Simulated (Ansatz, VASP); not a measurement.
# Cross-check of KMgF3 between VASP and Ansatz

Wanted: the spread between two codes on one cell, functional and k mesh. The cell is taken from a series of runs on this material, whose earlier steps may have relaxed, scaled, displaced or heated it; both programs get it as it stands.

Main program and level: Ansatz 0.2.0; plane waves, with VASP 6.6.1 beside it; zone-centre phonons at LDA.

## Step 1: The structure

The structure is cubic, space group Pm-3m (No. 221). The conventional cell has a = 3.907 Å, b = 3.907 Å, c = 3.907 Å, α = 90.00°, β = 90.00°, γ = 90.00°. Nearest to K lie 12 F at 2.76 Å. Mg has 6 F at 1.95 Å nearest. F has 2 Mg at 1.95 Å and 4 K at 2.76 Å nearest. Farther neighbours and most contacts between anions are not listed.

As a file:

```
K Mg F
1.0
     3.90707    0.00000    0.00000
     0.00000    3.90707    0.00000
     0.00000    0.00000    3.90707
K Mg F
1 1 3
Direct
  0.50000 0.50000 0.50000
  0.00000 0.00000 0.00000
  0.50000 0.00000 0.00000
  0.00000 0.50000 0.00000
  0.00000 0.00000 0.50000
```

## Step 2: VASP: zone-centre phonons, LDA

Second derivatives magnify differences that forces hide, and they need a tight electronic threshold.

Lines of VASP's logs that name or quote its potential files are left out, and so is its time.

Input file INCAR:

```
SYSTEM = KMgF3
PREC = Accurate
ENCUT = 600
EDIFF = 1E-08
NELM = 120
ISMEAR = 0
SIGMA = 0.01
LREAL = .FALSE.
ALGO = Normal
GGA = CA
NBANDS = 22
LORBIT = 11
LWAVE = .FALSE.
LCHARG = .FALSE.
ISIF = 2
IBRION = 8
LEPSILON = .TRUE.
LASPH = .TRUE.
GGA_COMPAT = .FALSE.
EFERMI = MIDGAP
KPAR = 2
```

Input file POSCAR:

```
KMgF3
1.0
    3.9070691102      0.0000000000      0.0000000000
    0.0000000000      3.9070691102      0.0000000000
    0.0000000000      0.0000000000      3.9070691102
K Mg F
1 1 3
Direct
    0.5000000000      0.5000000000      0.5000000000
    0.0000000000      0.0000000000      0.0000000000
    0.5000000000      0.0000000000      0.0000000000
    0.0000000000      0.5000000000      0.0000000000
    0.0000000000      0.0000000000      0.5000000000
```

Input file KPOINTS:

```
Automatic mesh
0
Gamma
6 6 6
0 0 0
```

PAW data sets: K_sv, Mg and F (LDA family, release 64).

Run with:

```sh
> mpirun -np 2 vasp_std
```

The program printed:

```text
[banner, memory and clock lines left out]
running    2 mpi-ranks, on    1 nodes
 distrk:  each k-point on    1 cores,    2 groups
 distr:  one band on    1 cores,    1 groups

 POSCAR found type information on POSCAR K MgF
 POSCAR found :  3 types and       5 ions
 LDA part: xc-table for (Slater(with rela. corr.)+CA(PZ))
 , standard interpolation
 POSCAR, INCAR and KPOINTS ok, starting setup
 FFT: planning ... GRIDC
 FFT: planning ... GRID_SOFT
 FFT: planning ... GRID
 WAVECAR not read
 entering main loop
       N       E                     dE             d eps       ncg     rms          rms(c)
DAV:   1     0.262116065491E+03    0.26212E+03   -0.19055E+04   904   0.157E+03
DAV:   2    -0.150691957163E+02   -0.27719E+03   -0.26214E+03  1106   0.398E+02
DAV:   3    -0.285571117909E+02   -0.13488E+02   -0.13420E+02  1146   0.846E+01
DAV:   4    -0.292612875248E+02   -0.70418E+00   -0.70321E+00  1406   0.126E+01
DAV:   5    -0.292637790419E+02   -0.24915E-02   -0.24913E-02  1106   0.807E-01    0.866E+00
DAV:   6    -0.272273534213E+02    0.20364E+01   -0.73006E+00  1016   0.208E+01    0.413E+00
DAV:   7    -0.271752129374E+02    0.52140E-01   -0.23494E-01  1194   0.310E+00    0.271E+00
DAV:   8    -0.271401301569E+02    0.35083E-01   -0.73974E-02  1030   0.266E+00    0.378E-01
DAV:   9    -0.271383157445E+02    0.18144E-02   -0.15678E-02  1112   0.908E-01    0.111E-01
DAV:  10    -0.271383829279E+02   -0.67183E-04   -0.13554E-03  1138   0.236E-01    0.314E-02
DAV:  11    -0.271383810184E+02    0.19095E-05   -0.48703E-05  1006   0.601E-02    0.171E-02
DAV:  12    -0.271383781258E+02    0.28926E-05   -0.15422E-05  1088   0.313E-02    0.279E-03
DAV:  13    -0.271383781093E+02    0.16571E-07   -0.42149E-07  1158   0.471E-03    0.628E-04
DAV:  14    -0.271383781072E+02    0.20354E-08   -0.15164E-08   988   0.824E-04
   1 F= -.27138378E+02 E0= -.27138378E+02  d E =0.000000E+00
 Linear response reoptimize wavefunctions to high precision
DAV:   1    -0.271383781072E+02    0.56389E-10   -0.25008E-09   822   0.323E-04
DAV:   2    -0.271383781072E+02   -0.75488E-10   -0.21603E-10   542   0.101E-04
 Linear response G [H, r] |phi>, progress :
  Direction:   1
       N       E                     dE             d eps       ncg     rms
RMM:   1    -0.105878000552E+03   -0.10588E+03    0.39505E+02  1699   0.110E+02
RMM:   2    -0.104745049063E+03    0.11330E+01   -0.73337E+00  1470   0.211E+01
RMM:   3    -0.105029774876E+03   -0.28473E+00   -0.13481E+00  1741   0.484E+00
RMM:   4    -0.105092032571E+03   -0.62258E-01   -0.28686E-01  1802   0.151E+00
RMM:   5    -0.105105533027E+03   -0.13500E-01   -0.68935E-02  1846   0.640E-01
RMM:   6    -0.105108278873E+03   -0.27458E-02   -0.20334E-02  1826   0.313E-01
RMM:   7    -0.105109061012E+03   -0.78214E-03   -0.61179E-03  1787   0.161E-01
RMM:   8    -0.105109350080E+03   -0.28907E-03   -0.55028E-03  1650   0.826E-02
RMM:   9    -0.105109422680E+03   -0.72599E-04    0.11314E-03  1569   0.413E-02
RMM:  10    -0.105109440802E+03   -0.18123E-04   -0.18079E-03  1477   0.220E-02
RMM:  11    -0.105109453430E+03   -0.12627E-04    0.72223E-03  1464   0.131E-02
RMM:  12    -0.105109450418E+03    0.30112E-05   -0.17090E-03  1442   0.883E-03
RMM:  13    -0.105109449937E+03    0.48104E-06   -0.40463E-04  1434   0.670E-03
RMM:  14    -0.105109449072E+03    0.86491E-06   -0.38587E-04  1405   0.553E-03
RMM:  15    -0.105109448801E+03    0.27113E-06   -0.57513E-05  1352   0.491E-03
RMM:  16    -0.105109449024E+03   -0.22302E-06    0.24817E-04  1298   0.457E-03
RMM:  17    -0.105109448971E+03    0.53165E-07   -0.26121E-04  1217   0.441E-03
RMM:  18    -0.105109449140E+03   -0.16903E-06    0.18766E-04  1127   0.432E-03
RMM:  19    -0.105109449372E+03   -0.23226E-06   -0.10002E-04  1032   0.427E-03
 Linear response G [H, r] |phi>, progress :
  Direction:   2
       N       E                     dE             d eps       ncg     rms
RMM:   1    -0.108811683920E+03   -0.10881E+03    0.38812E+02  1658   0.112E+02
RMM:   2    -0.109080289796E+03   -0.26861E+00   -0.77271E+00  1410   0.224E+01
RMM:   3    -0.109404533466E+03   -0.32424E+00   -0.13789E+00  1764   0.534E+00
RMM:   4    -0.109468903696E+03   -0.64370E-01   -0.30211E-01  1864   0.163E+00
RMM:   5    -0.109482967950E+03   -0.14064E-01   -0.67174E-02  1905   0.680E-01
RMM:   6    -0.109485819640E+03   -0.28517E-02   -0.16351E-02  1884   0.318E-01
RMM:   7    -0.109486545150E+03   -0.72551E-03   -0.47955E-03  1868   0.157E-01
RMM:   8    -0.109486714041E+03   -0.16889E-03    0.24457E-03  1794   0.814E-02
RMM:   9    -0.109486753874E+03   -0.39833E-04   -0.33615E-04  1680   0.436E-02
RMM:  10    -0.109486767688E+03   -0.13814E-04   -0.12915E-03  1610   0.245E-02
RMM:  11    -0.109486770081E+03   -0.23929E-05    0.53153E-04  1598   0.152E-02
RMM:  12    -0.109486770698E+03   -0.61669E-06    0.11881E-04  1577   0.105E-02
RMM:  13    -0.109486771395E+03   -0.69702E-06    0.69139E-05  1563   0.817E-03
[...]
RMM:   3    -0.192355928830E+00    0.10063E-01   -0.14374E-02  3030   0.645E-01    0.414E-01
RMM:   4    -0.195955583854E+00   -0.35997E-02   -0.61522E-03  3078   0.497E-01    0.127E-01
RMM:   5    -0.199565507643E+00   -0.36099E-02   -0.11822E-03  3358   0.197E-01    0.223E-02
RMM:   6    -0.199824368478E+00   -0.25886E-03   -0.22550E-04  3553   0.597E-02    0.174E-02
[...]
RMM:   3    -0.307005975799E+00   -0.14417E-02   -0.36079E-03  3302   0.227E-01    0.279E-02
RMM:   4    -0.307246080509E+00   -0.24010E-03   -0.47689E-04  3518   0.637E-02    0.252E-02
RMM:   5    -0.307271050268E+00   -0.24970E-04   -0.83063E-05  3340   0.362E-02    0.224E-03
RMM:   6    -0.307281359759E+00   -0.10309E-04   -0.24797E-05  3536   0.131E-02    0.391E-03
RMM:   7    -0.307277413368E+00    0.39464E-05   -0.24698E-06  3531   0.545E-03    0.103E-03
RMM:   8    -0.307272992641E+00    0.44207E-05   -0.29808E-07  3659   0.240E-03    0.445E-04
RMM:   9    -0.307272870376E+00    0.12227E-06   -0.26045E-07  3668   0.126E-03    0.442E-04
RMM:  10    -0.307271848270E+00    0.10221E-05    0.34203E-07  3707   0.607E-04    0.236E-04
RMM:  11    -0.307271061140E+00    0.78713E-06    0.63633E-07  3637   0.397E-04    0.111E-05
RMM:  12    -0.307271183486E+00   -0.12235E-06    0.17448E-07  3745   0.257E-04    0.219E-05
RMM:  13    -0.307271129853E+00    0.53634E-07    0.32856E-07  3720   0.196E-04    0.143E-05
RMM:  14    -0.307271086658E+00    0.43194E-07    0.20511E-07  3565   0.171E-04    0.719E-06
RMM:  15    -0.307271062272E+00    0.24386E-07    0.32131E-07  3280   0.160E-04    0.305E-06
RMM:  16    -0.307271047672E+00    0.14600E-07    0.18099E-07  3282   0.155E-04    0.980E-07
RMM:  17    -0.307271041903E+00    0.57690E-08    0.23680E-07  2875   0.152E-04    0.862E-07
RMM:  18    -0.307271042955E+00   -0.10518E-08    0.18140E-07  2479   0.151E-04    0.734E-07
RMM:  19    -0.307271042944E+00    0.11045E-10    0.19346E-07  2123   0.151E-04    0.641E-07
RMM:  20    -0.307271042534E+00    0.40967E-09    0.17769E-07  1961   0.151E-04    0.715E-07
RMM:  21    -0.307271042591E+00   -0.57379E-10    0.15384E-07  1799   0.151E-04    0.609E-07
RMM:  22    -0.307271042149E+00    0.44224E-09    0.16808E-07  1749   0.151E-04    0.573E-07
RMM:  23    -0.307271042103E+00    0.45864E-10    0.13005E-07  1689   0.151E-04    0.606E-07
 first order change of Fermi-energy  -0.84585E-04
 force on displaced ion       1 direction 1 :  -2.600  -0.000   0.000
 Born effective charge ion    1 direction 1 :   1.189   0.000   0.000
 Linear response progress:
  Degree of freedom:   2/  4
       N       E                     dE             d eps       ncg     rms          rms(c)
RMM:   1    -0.316835047213E-02   -0.31684E-02    0.13052E-02  3262   0.597E-01
RMM:   2    -0.313341081751E-02    0.34940E-04   -0.13971E-04  2979   0.796E-02    0.440E-02
RMM:   3    -0.308947085782E-02    0.43940E-04   -0.33429E-05  3094   0.307E-02    0.249E-02
RMM:   4    -0.307473498033E-02    0.14736E-04   -0.38247E-05  3076   0.312E-02    0.333E-03
RMM:   5    -0.306924178526E-02    0.54932E-05   -0.10939E-06  3295   0.588E-03    0.651E-04
RMM:   6    -0.306811257266E-02    0.11292E-05   -0.14873E-07  3407   0.160E-03    0.360E-04
RMM:   7    -0.306763937996E-02    0.47319E-06   -0.36698E-08  3490   0.715E-04    0.742E-05
RMM:   8    -0.306762841352E-02    0.10966E-07   -0.11442E-08  3570   0.255E-04    0.411E-05
RMM:   9    -0.306762214434E-02    0.62692E-08   -0.35371E-09  3585   0.123E-04    0.167E-05
 first order change of Fermi-energy   0.43500E-06
 force on displaced ion       2 direction 1 : -11.216  -0.000  -0.000
 Born effective charge ion    2 direction 1 :   1.976   0.000   0.000
 Linear response progress:
  Degree of freedom:   3/  4
       N       E                     dE             d eps       ncg     rms          rms(c)
RMM:   1    -0.528019513117E+00   -0.52802E+00    0.75790E-01  2946   0.384E+00
RMM:   2    -0.526821037364E+00    0.11985E-02   -0.60701E-03  2824   0.555E-01    0.110E-01
RMM:   3    -0.528292673544E+00   -0.14716E-02   -0.12063E-03  2735   0.167E-01    0.594E-02
RMM:   4    -0.530229697271E+00   -0.19370E-02   -0.66754E-04  2759   0.130E-01    0.119E-02
RMM:   5    -0.530172561715E+00    0.57136E-04   -0.63349E-05  3230   0.294E-02    0.483E-03
RMM:   6    -0.530141076183E+00    0.31486E-04   -0.12771E-05  3334   0.111E-02    0.793E-04
RMM:   7    -0.530159064400E+00   -0.17988E-04   -0.26419E-06  3347   0.464E-03    0.263E-04
RMM:   8    -0.530155944816E+00    0.31196E-05   -0.67725E-07  3583   0.210E-03    0.117E-04
RMM:   9    -0.530155002727E+00    0.94209E-06   -0.50542E-07  3641   0.102E-03    0.417E-05
RMM:  10    -0.530155420854E+00   -0.41813E-06   -0.19030E-07  3626   0.562E-04    0.196E-05
RMM:  11    -0.530155475843E+00   -0.54990E-07    0.12609E-07  3762   0.359E-04    0.150E-05
RMM:  12    -0.530155511465E+00   -0.35621E-07   -0.89923E-08  3571   0.263E-04    0.344E-06
RMM:  13    -0.530155537018E+00   -0.25553E-07   -0.93332E-08  3435   0.219E-04    0.107E-06
RMM:  14    -0.530155537112E+00   -0.94041E-10    0.88891E-08  3119   0.200E-04    0.275E-06
 first order change of Fermi-energy   0.60229E-04
 force on displaced ion       3 direction 1 : -13.090  -0.000  -0.000
 Born effective charge ion    3 direction 1 :  -1.224   0.000   0.000
 Linear response progress:
  Degree of freedom:   4/  4
       N       E                     dE             d eps       ncg     rms          rms(c)
RMM:   1    -0.526402620511E+00   -0.52640E+00    0.58798E-01  4858   0.381E+00
RMM:   2    -0.525185512005E+00    0.12171E-02   -0.44009E-03  4395   0.499E-01    0.845E-02
RMM:   3    -0.526473439379E+00   -0.12879E-02   -0.64037E-04  4606   0.139E-01    0.443E-02
RMM:   4    -0.528058487773E+00   -0.15850E-02   -0.33114E-04  4426   0.990E-02    0.937E-03
RMM:   5    -0.528107269000E+00   -0.48781E-04   -0.43198E-05  5506   0.264E-02    0.332E-03
RMM:   6    -0.528075802640E+00    0.31466E-04   -0.78075E-06  5610   0.880E-03    0.108E-03
RMM:   7    -0.528080669873E+00   -0.48672E-05   -0.16655E-06  5733   0.374E-03    0.466E-04
RMM:   8    -0.528077495462E+00    0.31744E-05   -0.38877E-07  5832   0.167E-03    0.278E-04
RMM:   9    -0.528078918182E+00   -0.14227E-05   -0.10588E-07  5685   0.857E-04    0.554E-05
RMM:  10    -0.528078414151E+00    0.50403E-06   -0.10352E-07  5792   0.485E-04    0.506E-05
RMM:  11    -0.528078517565E+00   -0.10341E-06   -0.21087E-07  6177   0.306E-04    0.132E-05
RMM:  12    -0.528078607857E+00   -0.90292E-07   -0.18371E-08  5997   0.217E-04    0.889E-06
RMM:  13    -0.528078614398E+00   -0.65410E-08   -0.44865E-08  5839   0.181E-04    0.688E-06
 first order change of Fermi-energy   0.16784E-03
 force on displaced ion       3 direction 2 :   0.000  -2.832   0.000
 Born effective charge ion    3 direction 2 :   0.000  -0.971   0.000
 Born effective charges drift removed
 Linear response finished
```

(Part 1 of 3 ends here.)

[Lines on the potential files, build, host, timing and source positions are cut from VASP's logs without a mark.]

[Logs are printed without paths, hosts, clocks, repeated set-up lines and the standing remarks that a program may print on its own settings, such as how far it seeks lower states.]

[Hosts, paths, dates, database ids (printed as entryN), source tags and the programs' standing remarks are cut or masked in the printed files.]
